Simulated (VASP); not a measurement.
# Fe3Ge with SCAN: from relaxation to properties, part 2 of 2

Wanted: the relaxed cell of Fe3Ge and its properties. The start is a cell from a database of measured crystal structures.

VASP 6.6.1, plane waves and PAW; the level of theory is named at each step.

Still holding for the runs below: The magnetic state follows from one typed start and may not be the lowest. The k-mesh is coarse for a metal.

So far, moment of the cell, from the last line of the log (μB): step 2 (relaxing cell and atoms (SCAN)) 14.8; step 6 (total and projected DOS (SCAN)) 14.8.

## 8. Volume scan with SCAN, volume scale 0.94

This step: SCAN, spin-polarised from a ferromagnetic start; plane waves and PAW (Fe, Ge_d) (VASP 6.6.1).

An equation of state needs energies on both sides of the minimum, all on one mesh and cutoff.

INCAR reads:

```
SYSTEM = Fe3Ge
PREC = Accurate
ENCUT = 410
EDIFF = 1E-06
NELM = 100
ISMEAR = 1
SIGMA = 0.2
LREAL = .FALSE.
ALGO = Normal
METAGGA = SCAN
LASPH = .TRUE.
NBANDS = 60
ISPIN = 2
MAGMOM = 2.517 2.517 2.517 2.517 2.517 2.517 -0.132 -0.132
LMAXMIX = 4
LORBIT = 11
LWAVE = .FALSE.
LCHARG = .FALSE.
KPAR = 4
ISIF = 2
```

POSCAR reads:

```
Fe3Ge
1.0
    5.0196013024      0.0000000000      0.0000000000
   -2.5098006512      4.3471022448      0.0000000000
    0.0000000000      0.0000000000      4.1123422421
Fe Ge
6 2
Direct
    0.8388153241      0.6776306482      0.2500000000
    0.1611846759      0.8388153241      0.7500000000
    0.3223693518      0.1611846759      0.2500000000
    0.1611846759      0.3223693518      0.7500000000
    0.8388153241      0.1611846759      0.2500000000
    0.6776306482      0.8388153241      0.7500000000
    0.3333333333      0.6666666667      0.2500000000
    0.6666666667      0.3333333333      0.7500000000
```

KPOINTS reads:

```
Automatic mesh
0
Gamma
5 5 5
0 0 0
```

Potentials, in the order of the species: Fe and Ge_d (PBE family, release 64).

The run is started by

```
mpirun -np 4 vasp_std
```

The job ended after 2.5 min (4 MPI ranks of Intel Xeon Platinum 8259CL at 2.50GHz (Skylake/Cascade Lake), shared host; peak memory 1.1 GiB; 10 min of CPU time).

The scan keeps the cell's shape and the fractional positions fixed.

Numbers from this step:

- SCF cycles: 20
- bands: 60
- irreducible k-points: 15
- free energy (TOTEN): -147.5877 eV
- energy at zero smearing: -147.5846 eV
- Fermi energy: 8.120 eV
- pressure: 11.33 GPa
- moment of the cell, from the last line of the log: 13.78 μB

Spin moment in the PAW sphere by atom:

| atom | spin moment in the PAW sphere (μB) |
| --- | --- |
| Fe1 | 2.35 |
| Fe2 | 2.35 |
| Fe3 | 2.35 |
| Fe4 | 2.35 |
| Fe5 | 2.35 |
| Fe6 | 2.35 |
| Ge7 | -0.13 |
| Ge8 | -0.13 |

Force by atom:

| atom | x (eV/Å) | y (eV/Å) | z (eV/Å) | size |
| --- | --- | --- | --- | --- |
| Fe1 | 0.000 | -0.187 | 0.000 | 0.187 |
| Fe2 | 0.162 | -0.093 | 0.000 | 0.187 |
| Fe3 | 0.162 | 0.093 | 0.000 | 0.187 |
| Fe4 | 0.000 | 0.187 | 0.000 | 0.187 |
| Fe5 | -0.162 | 0.093 | 0.000 | 0.187 |
| Fe6 | -0.162 | -0.093 | 0.000 | 0.187 |
| Ge7 | 0.000 | 0.000 | 0.000 | 0.000 |
| Ge8 | 0.000 | 0.000 | 0.000 | 0.000 |

The pressure here is 11.33 GPa.

## 9. Volume scan with SCAN, volume scale 0.96

INCAR is that of step 8.

POSCAR: that of step 8 with these lines changed.

```diff
@@ -2,5 +2,5 @@
 1.0
-    5.0196013024      0.0000000000      0.0000000000
-   -2.5098006512      4.3471022448      0.0000000000
-    0.0000000000      0.0000000000      4.1123422421
+    5.0549517721      0.0000000000      0.0000000000
+   -2.5274758860      4.3777166496      0.0000000000
+    0.0000000000      0.0000000000      4.1413033529
 Fe Ge
```

KPOINTS is that of step 8.

The run is started by

```
mpirun -np 4 vasp_std
```

Run time: 2.8 min. Hardware: 4 MPI ranks; peak memory 1.1 GiB.

Numbers from this step:

```
SCF cycles                                        : 23
free energy (TOTEN)                               : -147.6829 eV
energy at zero smearing                           : -147.6779 eV
Fermi energy                                      : 7.885 eV
pressure                                          : 7.418 GPa
moment of the cell, from the last line of the log : 14.20 μB
```

Spin moment in the PAW sphere by atom:

| atom | spin moment in the PAW sphere (μB) |
| --- | --- |
| Fe1 | 2.42 |
| Fe2 | 2.42 |
| Fe3 | 2.42 |
| Fe4 | 2.42 |
| Fe5 | 2.42 |
| Fe6 | 2.42 |
| Ge7 | -0.13 |
| Ge8 | -0.13 |

Force by atom:

| atom | x (eV/Å) | y (eV/Å) | z (eV/Å) | size |
| --- | --- | --- | --- | --- |
| Fe1 | 0.000 | -0.121 | 0.000 | 0.121 |
| Fe2 | 0.105 | -0.061 | 0.000 | 0.121 |
| Fe3 | 0.105 | 0.061 | 0.000 | 0.121 |
| Fe4 | 0.000 | 0.121 | 0.000 | 0.121 |
| Fe5 | -0.105 | 0.061 | 0.000 | 0.121 |
| Fe6 | -0.105 | -0.061 | 0.000 | 0.121 |
| Ge7 | 0.000 | 0.000 | 0.000 | 0.000 |
| Ge8 | 0.000 | 0.000 | 0.000 | 0.000 |

The pressure falls from 11.33 to 7.42 GPa.

The run ends at a pressure of 7.42 GPa, with forces up to 0.12 eV/Å.

## 10. Volume scan with SCAN, volume scale 0.98

INCAR is that of step 9.

POSCAR: that of step 9 with these lines changed.

```diff
@@ -2,5 +2,5 @@
 1.0
-    5.0549517721      0.0000000000      0.0000000000
-   -2.5274758860      4.3777166496      0.0000000000
-    0.0000000000      0.0000000000      4.1413033529
+    5.0898146101      0.0000000000      0.0000000000
+   -2.5449073050      4.4079087530      0.0000000000
+    0.0000000000      0.0000000000      4.1698649682
 Fe Ge
```

KPOINTS is that of step 9.

The run is started by

```
mpirun -np 4 vasp_std
```

Wall time 2.8 min (4 MPI ranks); peak memory 1.1 GiB.

The pressure falls from 7.42 to 3.74 GPa.

The run ends at a pressure of 3.74 GPa, with forces up to 0.069 eV/Å.

## 11. Volume scan with SCAN, volume scale 1

INCAR is that of step 10.

POSCAR: that of step 10 with these lines changed.

```diff
@@ -2,5 +2,5 @@
 1.0
-    5.0898146101      0.0000000000      0.0000000000
-   -2.5449073050      4.4079087530      0.0000000000
-    0.0000000000      0.0000000000      4.1698649682
+    5.1242062926      0.0000000000      0.0000000000
+   -2.5621031463      4.4376928237      0.0000000000
+    0.0000000000      0.0000000000      4.1980405862
 Fe Ge
```

KPOINTS is that of step 10.

The run is started by

```
mpirun -np 4 vasp_std
```

Elapsed: 2.6 min, on 4 MPI ranks; peak memory 1.1 GiB.

The pressure falls from 3.74 to -0.01 GPa.

The run ends at a pressure of -0.01 GPa, with forces up to 0.0088 eV/Å.

## 12. Volume scan with SCAN, volume scale 1.02

INCAR is that of step 11.

POSCAR: that of step 11 with these lines changed.

```diff
@@ -2,5 +2,5 @@
 1.0
-    5.1242062926      0.0000000000      0.0000000000
-   -2.5621031463      4.4376928237      0.0000000000
-    0.0000000000      0.0000000000      4.1980405862
+    5.1581424226      0.0000000000      0.0000000000
+   -2.5790712113      4.4670823744      0.0000000000
+    0.0000000000      0.0000000000      4.2258429897
 Fe Ge
```

KPOINTS is that of step 11.

The run is started by

```
mpirun -np 4 vasp_std
```

The job ended after 2.5 min (4 MPI ranks; peak memory 1.1 GiB).

The pressure falls from -0.01 to -3.40 GPa.

The run ends at a pressure of -3.40 GPa, with forces up to 0.054 eV/Å.

## 13. Volume scan with SCAN, volume scale 1.04

INCAR is that of step 12.

POSCAR: that of step 12 with these lines changed.

```diff
@@ -2,5 +2,5 @@
 1.0
-    5.1581424226      0.0000000000      0.0000000000
-   -2.5790712113      4.4670823744      0.0000000000
-    0.0000000000      0.0000000000      4.2258429897
+    5.1916377925      0.0000000000      0.0000000000
+   -2.5958188962      4.4960902156      0.0000000000
+    0.0000000000      0.0000000000      4.2532842975
 Fe Ge
```

KPOINTS is that of step 12.

The run is started by

```
mpirun -np 4 vasp_std
```

The job ended after 2.5 min (4 MPI ranks; peak memory 1.1 GiB; 9.8 min of CPU time).

Spin moment in the PAW sphere by atom:

| atom | spin moment in the PAW sphere (μB) |
| --- | --- |
| Fe1 | 2.59 |
| Fe2 | 2.59 |
| Fe3 | 2.59 |
| Fe4 | 2.59 |
| Fe5 | 2.59 |
| Fe6 | 2.59 |
| Ge7 | -0.13 |
| Ge8 | -0.13 |

The pressure falls from -3.40 to -6.22 GPa.

The run ends at a pressure of -6.22 GPa, with forces up to 0.11 eV/Å.

## 14. Volume scan with SCAN, volume scale 1.06

A prediction first. A parabola through the 6 pressures of evenly scaled cells so far, P = 0.07 -170.8 t +199 t² GPa with t = ln(V/V₁) and V₁ the volume at scale 1, gives -9.21 GPa at t = +0.0583.

INCAR is that of step 13.

POSCAR: that of step 13 with these lines changed.

```diff
@@ -2,5 +2,5 @@
 1.0
-    5.1916377925      0.0000000000      0.0000000000
-   -2.5958188962      4.4960902156      0.0000000000
-    0.0000000000      0.0000000000      4.2532842975
+    5.2247064407      0.0000000000      0.0000000000
+   -2.6123532203      4.5247285050      0.0000000000
+    0.0000000000      0.0000000000      4.2803760107
 Fe Ge
```

KPOINTS is that of step 13.

The run is started by

```
mpirun -np 4 vasp_std
```

Elapsed: 2.4 min, on 4 MPI ranks; peak memory 1.1 GiB; 9.5 min of CPU time.

Spin moment in the PAW sphere by atom:

| atom | spin moment in the PAW sphere (μB) |
| --- | --- |
| Fe1 | 2.63 |
| Fe2 | 2.63 |
| Fe3 | 2.63 |
| Fe4 | 2.63 |
| Fe5 | 2.63 |
| Fe6 | 2.63 |
| Ge7 | -0.12 |
| Ge8 | -0.12 |

The pressure falls from -6.22 to -8.59 GPa. The parabola predicted -9.21 GPa, -0.61 GPa off.

## 15. Side by side

Times are for 4 MPI ranks of Intel Xeon Platinum 8259CL at 2.50GHz (Skylake/Cascade Lake), shared host. The series side by side:

| no. | volume scale | energy above the lowest point (meV/atom) | pressure (GPa) | time | memory (GiB) |
| --- | --- | --- | --- | --- | --- |
| 1 | 0.94 | 21.28 | 11.33 | 2.5 min | 1.1 |
| 2 | 0.96 | 9.63 | 7.418 | 2.8 min | 1.1 |
| 3 | 0.98 | 2.31 | 3.742 | 2.8 min | 1.1 |
| 4 | 1 | 0 | -0.005555 | 2.6 min | 1.1 |
| 5 | 1.02 | 3.07 | -3.399 | 2.5 min | 1.1 |
| 6 | 1.04 | 10.53 | -6.216 | 2.5 min | 1.1 |
| 7 | 1.06 | 21.47 | -8.593 | 2.4 min | 1.1 |

## 16. Fit for SCAN

This step: Birch-Murnaghan fit, SCAN; plane waves and PAW (VASP 6.6.1).

Derived from the runs above.

The fit is poor or the pressure derivative of its modulus unusual (most solids lie near 4 to 5), which can come from the mesh or from a state that changes along the scan.

Numbers from this step:

- pressure derivative of the bulk modulus: 1.427
- r.m.s. error of the fit: 2.30e-4 eV/atom
- minimum inside the sampled range: yes
- bulk modulus: 158.3 GPa
- equilibrium volume of the fit: 11.91 Å³/atom

Table of energy above the fitted minimum by volume:

| volume (Å³/atom) | energy above the fitted minimum (eV/atom) |
| --- | --- |
| 11.217 | 0.0210 |
| 11.455 | 0.00930 |
| 11.694 | 0.00198 |
| 11.933 | -3.3e-4 |
| 12.171 | 0.00274 |
| 12.410 | 0.0102 |
| 12.649 | 0.0211 |

The fitted volume lies -0.16 % from the relaxed one. The atoms bear forces along the scan, since they were held; freeing them would lower the modulus.

## 17. Field gradients at the nuclei (SCAN)

This step: SCAN, spin-polarised from a ferromagnetic start; plane waves and PAW (Fe, Ge_d) (VASP 6.6.1).

Field gradients probe how far the charge around each nucleus departs from cubic symmetry; LASPH keeps the non-spherical terms inside the spheres.

INCAR: that of step 14 with these lines changed.

```diff
@@ -3,3 +3,3 @@
 ENCUT = 410
-EDIFF = 1E-06
+EDIFF = 1E-07
 NELM = 100
@@ -19,2 +19,2 @@
 KPAR = 4
-ISIF = 2
+LEFG = .TRUE.
```

POSCAR: that of step 14 with these lines changed.

```diff
@@ -2,5 +2,5 @@
 1.0
-    5.2247064407      0.0000000000      0.0000000000
-   -2.6123532203      4.5247285050      0.0000000000
-    0.0000000000      0.0000000000      4.2803760107
+    5.1242062926      0.0000000000      0.0000000000
+   -2.5621031463      4.4376928237      0.0000000000
+    0.0000000000      0.0000000000      4.1980405862
 Fe Ge
```

KPOINTS is that of step 14.

The run is started by

```
mpirun -np 4 vasp_std
```

It took 2.5 min on 4 MPI ranks; peak memory 1.1 GiB.

This step gave:

```
SCF cycles                                        : 21
free energy (TOTEN)                               : -147.7537 eV
energy at zero smearing                           : -147.7549 eV
Fermi energy                                      : 7.458 eV
pressure                                          : -0.004554 GPa
moment of the cell, from the last line of the log : 14.76 μB
```

Spin moment in the PAW sphere by atom:

| atom | spin moment in the PAW sphere (μB) |
| --- | --- |
| Fe1 | 2.52 |
| Fe2 | 2.52 |
| Fe3 | 2.52 |
| Fe4 | 2.52 |
| Fe5 | 2.52 |
| Fe6 | 2.52 |
| Ge7 | -0.13 |
| Ge8 | -0.13 |

Electric field gradients, by row:

| atom | Vxx (V/Å²) | Vyy (V/Å²) | Vzz (V/Å²) | asymmetry |
| --- | --- | --- | --- | --- |
| Fe1 | -13.08 | -11.37 | 24.45 | 0.07 |
| Fe2 | -13.08 | -11.37 | 24.45 | 0.07 |
| Fe3 | -13.08 | -11.37 | 24.45 | 0.07 |
| Fe4 | -13.08 | -11.37 | 24.45 | 0.07 |
| Fe5 | -13.08 | -11.37 | 24.45 | 0.07 |
| Fe6 | -13.08 | -11.37 | 24.45 | 0.07 |
| Ge7 | 2.249 | 2.242 | -4.491 | 0.002 |
| Ge8 | 2.249 | 2.242 | -4.491 | 0.002 |

The largest gradient, 24.45 V/Å², sits on Fe2 and like sites; the stable nuclei of Fe have no quadrupole moment in their ground state, so NMR and NQR don't see it.

## 18. Band structure (SCAN), changed input

The mesh alone shows little of the dispersion and can miss band extrema, so KPOINTS_OPT adds a path through the symmetry points after the self-consistent cycle. Some settings are moved from the usual, to see what they do.

INCAR reads:

```
SYSTEM = Fe3Ge
PREC = Accurate
ENCUT = 350
EDIFF = 1E-06
NELM = 100
ISMEAR = 1
SIGMA = 0.2
LREAL = Auto
ALGO = Normal
METAGGA = SCAN
LASPH = .TRUE.
NBANDS = 72
ISPIN = 2
MAGMOM = 2.517 2.517 2.517 2.517 2.517 2.517 -0.132 -0.132
LMAXMIX = 4
LORBIT = 11
LWAVE = .FALSE.
LCHARG = .FALSE.
KPAR = 4
```

POSCAR is that of step 17.

KPOINTS reads:

```
Automatic mesh
0
Monkhorst-Pack
5 5 5
0 0 0
```

KPOINTS_OPT reads:

```
Line mode
12
Line-mode
Reciprocal
  0.00000000   0.00000000   0.00000000 GAMMA
  0.50000000   0.00000000   0.00000000 M

  0.50000000   0.00000000   0.00000000 M
  0.33333333   0.33333333   0.00000000 K

  0.33333333   0.33333333   0.00000000 K
  0.00000000   0.00000000   0.00000000 GAMMA

  0.00000000   0.00000000   0.00000000 GAMMA
  0.00000000   0.00000000   0.50000000 A

  0.00000000   0.00000000   0.50000000 A
  0.50000000   0.00000000   0.50000000 L

  0.50000000   0.00000000   0.50000000 L
  0.33333333   0.33333333   0.50000000 H

  0.33333333   0.33333333   0.50000000 H
  0.00000000   0.00000000   0.50000000 A

  0.50000000   0.00000000   0.50000000 L
  0.50000000   0.00000000   0.00000000 M

  0.33333333   0.33333333   0.00000000 K
  0.33333333   0.33333333   0.50000000 H
```

The run is started by

```
mpirun -np 4 vasp_std
```

Wall time 9.2 min (4 MPI ranks); peak memory 1.3 GiB; 37 min of CPU time.

The cutoff falls from 410 to 350 eV, which shrinks the basis; the stress suffers most (Pulay stress), and PAW energies need not rise evenly as the basis shrinks.

This step gave:

```
SCF cycles                                        : 20
bands                                             : 72
free energy (TOTEN)                               : -147.7719 eV
energy at zero smearing                           : -147.7729 eV
pressure                                          : 0.5421 GPa
moment of the cell, from the last line of the log : 14.74 μB
```

Spin up. The electronic bands at the labelled points (eV, zero at the Fermi level; # counts the bands kept):

| point | #31 | #32 | #33 | #34 | #35 | #36 | #37 | #38 |
| --- | --- | --- | --- | --- | --- | --- | --- | --- |
| Γ | -1.05 | -0.96 | -0.34 | -0.34 | 0.49 | 0.49 | 2.27 | 3.21 |
| 0.45 of the way | -1.10 | -1.03 | -0.34 | 0.36 | 1.23 | 2.03 | 2.59 | 2.94 |
| M | -1.13 | -0.24 | 1.04 | 1.31 | 1.46 | 1.63 | 2.60 | 4.72 |
| 0.55 of the way | -1.17 | 0.15 | 1.13 | 1.38 | 1.45 | 1.57 | 3.17 | 3.49 |
| K | -1.18 | 0.72 | 0.72 | 1.70 | 1.78 | 1.78 | 2.48 | 3.36 |
| 0.45 of the way | -1.13 | -0.36 | 0.08 | 0.24 | 1.95 | 2.15 | 2.71 | 3.00 |
| Γ | -1.05 | -0.96 | -0.34 | -0.34 | 0.49 | 0.49 | 2.27 | 3.21 |
| 0.45 of the way | -1.08 | -0.98 | -0.68 | -0.68 | 0.19 | 0.19 | 1.71 | 3.83 |
| A | -1.03 | -1.03 | -0.83 | -0.83 | -0.83 | -0.83 | 2.05 | 2.05 |
| 0.45 of the way | -1.17 | -1.17 | -0.67 | -0.67 | -0.40 | -0.40 | 2.70 | 2.70 |
| L | -1.17 | -1.17 | -0.47 | -0.47 | 0.07 | 0.07 | 5.49 | 5.49 |
| 0.55 of the way | -1.19 | -1.19 | -1.00 | -1.00 | 1.20 | 1.20 | 4.57 | 4.57 |
| H | -1.19 | -1.19 | -1.14 | -1.14 | 2.03 | 2.03 | 4.07 | 4.07 |
| 0.45 of the way | -1.17 | -1.17 | -0.96 | -0.96 | 0.41 | 0.41 | 3.05 | 3.05 |
| A | -1.03 | -1.03 | -0.83 | -0.83 | -0.83 | -0.83 | 2.05 | 2.05 |
| jump to L | -1.17 | -1.17 | -0.47 | -0.47 | 0.07 | 0.07 | 5.49 | 5.49 |
| 0.55 of the way | -0.98 | -0.76 | -0.23 | -0.14 | 1.47 | 2.00 | 3.52 | 3.64 |
| M | -1.13 | -0.24 | 1.04 | 1.31 | 1.46 | 1.63 | 2.60 | 4.72 |
| jump to K | -1.18 | 0.72 | 0.72 | 1.70 | 1.78 | 1.78 | 2.48 | 3.36 |
| 0.45 of the way | -1.51 | -0.22 | -0.22 | 0.02 | 1.75 | 1.75 | 2.28 | 5.59 |
| H | -1.19 | -1.19 | -1.14 | -1.14 | 2.03 | 2.03 | 4.07 | 4.07 |

Of the projections kept (Fe, Ge), the largest for each band there; the rest of the weight can lie on other orbitals:

| point | #31 | #32 | #33 | #34 | #35 | #36 | #37 | #38 |
| --- | --- | --- | --- | --- | --- | --- | --- | --- |
| Γ | Fe 1.00 | Fe 1.00 | Fe 0.94 | Fe 0.94 | Fe 0.75 | Fe 0.75 | Fe 0.85 | Ge 0.54 |
| M | Fe 1.00 | Fe 0.93 | Fe 0.79 | Fe 0.77 | Fe 0.71 | Fe 0.59 | Fe 0.56 | Fe 0.67 |
| K | Fe 1.00 | Fe 0.69 | Fe 0.69 | Fe 0.81 | Fe 0.73 | Fe 0.73 | Fe 0.89 | Fe 0.86 |
| Γ | Fe 1.00 | Fe 1.00 | Fe 0.94 | Fe 0.94 | Fe 0.75 | Fe 0.75 | Fe 0.85 | Ge 0.54 |
| A | Fe 1.00 | Fe 1.00 | Fe 0.95 | Fe 0.95 | Fe 0.95 | Fe 0.95 | Fe 0.80 | Fe 0.80 |
| L | Fe 0.99 | Fe 0.99 | Fe 0.87 | Fe 0.87 | Fe 0.87 | Fe 0.87 | Fe 0.53 | Fe 0.53 |

Spin down. The electronic bands at the labelled points (eV, zero at the Fermi level; # counts the bands kept):

| point | #16 | #17 | #18 | #19 | #20 | #21 | #22 | #23 |
| --- | --- | --- | --- | --- | --- | --- | --- | --- |
| Γ | -0.68 | -0.68 | -0.46 | -0.46 | 1.45 | 1.45 | 1.45 | 1.50 |
| 0.45 of the way | -0.69 | -0.45 | -0.43 | -0.41 | 0.63 | 1.10 | 1.21 | 1.39 |
| M | -0.41 | -0.37 | -0.31 | -0.15 | 0.08 | 0.22 | 0.76 | 1.09 |
| 0.55 of the way | -0.45 | -0.38 | -0.32 | -0.31 | 0.17 | 0.19 | 0.67 | 0.96 |
| K | -0.60 | -0.47 | -0.34 | -0.34 | 0.18 | 0.18 | 0.62 | 1.23 |
| 0.45 of the way | -0.62 | -0.43 | -0.39 | -0.28 | 0.41 | 0.55 | 0.93 | 1.38 |
| Γ | -0.68 | -0.68 | -0.46 | -0.46 | 1.45 | 1.45 | 1.45 | 1.50 |
| 0.45 of the way | -0.88 | -0.68 | -0.68 | -0.42 | 1.17 | 1.29 | 1.29 | 1.45 |
| A | -1.27 | -1.27 | -1.27 | 0.51 | 0.51 | 1.23 | 1.23 | 1.23 |
| 0.45 of the way | -1.24 | -1.08 | -1.08 | 0.46 | 0.46 | 1.07 | 1.07 | 1.29 |
| L | -1.07 | -0.86 | -0.86 | 0.38 | 0.38 | 0.89 | 0.89 | 1.02 |
| 0.55 of the way | -0.90 | -0.68 | -0.68 | 0.19 | 0.19 | 0.61 | 0.61 | 1.19 |
| H | -0.91 | -0.32 | -0.32 | -0.15 | -0.15 | 0.57 | 0.57 | 1.15 |
| 0.45 of the way | -1.05 | -0.98 | -0.98 | 0.35 | 0.35 | 0.91 | 0.91 | 1.38 |
| A | -1.27 | -1.27 | -1.27 | 0.51 | 0.51 | 1.23 | 1.23 | 1.23 |
| jump to L | -1.07 | -0.86 | -0.86 | 0.38 | 0.38 | 0.89 | 0.89 | 1.02 |
| 0.55 of the way | -0.77 | -0.47 | -0.14 | -0.03 | 0.17 | 0.30 | 0.91 | 0.91 |
| M | -0.41 | -0.37 | -0.31 | -0.15 | 0.08 | 0.22 | 0.76 | 1.09 |
| jump to K | -0.60 | -0.47 | -0.34 | -0.34 | 0.18 | 0.18 | 0.62 | 1.23 |
| 0.45 of the way | -0.99 | -0.45 | -0.01 | -0.01 | 0.26 | 0.26 | 0.50 | 0.63 |
| H | -0.91 | -0.32 | -0.32 | -0.15 | -0.15 | 0.57 | 0.57 | 1.15 |

Of the projections kept (Fe, Ge), the largest for each band there; the rest of the weight can lie on other orbitals:

| point | #16 | #17 | #18 | #19 | #20 | #21 | #22 | #23 |
| --- | --- | --- | --- | --- | --- | --- | --- | --- |
| Γ | Fe 0.94 | Fe 0.94 | Fe 1.00 | Fe 1.00 | Fe 0.94 | Fe 0.95 | Fe 0.94 | Fe 0.98 |
| M | Fe 0.99 | Fe 1.00 | Fe 0.91 | Fe 0.97 | Fe 0.97 | Fe 0.93 | Fe 1.00 | Fe 0.95 |
| K | Fe 0.99 | Fe 0.95 | Fe 0.97 | Fe 0.97 | Fe 0.93 | Fe 0.93 | Fe 0.99 | Fe 1.00 |
| Γ | Fe 0.94 | Fe 0.94 | Fe 1.00 | Fe 1.00 | Fe 0.94 | Fe 0.95 | Fe 0.94 | Fe 0.98 |
| A | Fe 0.95 | Fe 0.95 | Fe 0.95 | Fe 1.00 | Fe 1.00 | Fe 0.98 | Fe 0.98 | Fe 0.98 |
| L | Fe 0.98 | Fe 0.99 | Fe 0.99 | Fe 0.99 | Fe 0.99 | Fe 0.97 | Fe 0.97 | Fe 0.96 |

Against the sound run “Bands along the symmetry lines (SCAN)”, the energy at zero smearing moves by -2.3 meV an atom, the pressure by +0.55 GPa and the Fermi level by -0.00 eV.

## 19. Outcome

| Item | Value |
| --- | --- |
| relaxed volume | 11.93 Å³/atom |
| relaxed conventional cell a, b, c | 5.124, 5.124, 4.198 Å; angles 90.0, 90.0, 120.0° |
| space group after relaxing, within 0.02 Å | P6_3/mmc (No. 194) |
| moment of the cell (8×8×8 mesh) | 14.8 μB |
| largest site moment (8×8×8 mesh) | 2.52 μB on Fe1 |
| band gap | none, a metal |
| DOS at the Fermi level | 5.36 states/eV/cell |
| largest field gradient Vzz | 24.45 V/Å² on Fe2 |

In words: With SCAN, Fe3Ge relaxes to 11.93 Å³/atom in space group P6_3/mmc, comes out as a metal and keeps moments of up to 2.52 μB (8×8×8 mesh). Against the listed cell the volume lies -2.3 % (a -0.9 %, c -0.6 %). Not obtained: band structure (SCAN + SOC), because the run hit its time limit. Bands along the symmetry lines (SCAN), spin up: Of the bands kept, 5 cross the Fermi level on this path. Bands along the symmetry lines (SCAN), spin down: Of the bands kept, 2 cross the Fermi level on this path. Band structure (SCAN), changed input, spin up: Of the bands kept, 5 cross the Fermi level on this path. Band structure (SCAN), changed input, spin down: Of the bands kept, 2 cross the Fermi level on this path. Spin-orbit coupling is left out; it would split some degenerate bands. The k-sampling is coarse for a metal, so the Fermi level, moments, pressures and the shape of the cell carry errors. Only the typed magnetic starts were tried, so the magnetic ground state may differ and with it the other results. No search among competing phases was made, and a listed structure need not be the one stable at ambient conditions. All values are for a static lattice at zero temperature.

[Lines on the potential files, build, host, timing and source positions are cut from VASP's logs without a mark.]

[Logs are printed without paths, hosts, clocks, repeated set-up lines and the standing remarks that a program may print on its own settings, such as how far it seeks lower states.]

[Hosts, paths, dates, database ids (printed as entryN), source tags and the programs' standing remarks are cut or masked in the printed files.]

[A measured line is paired with the nearest computed mode of its activity, which favours agreement.]

[In band tables of VASP the shares of atoms and orbitals are scaled to a sum of 1 inside the atoms' spheres.]
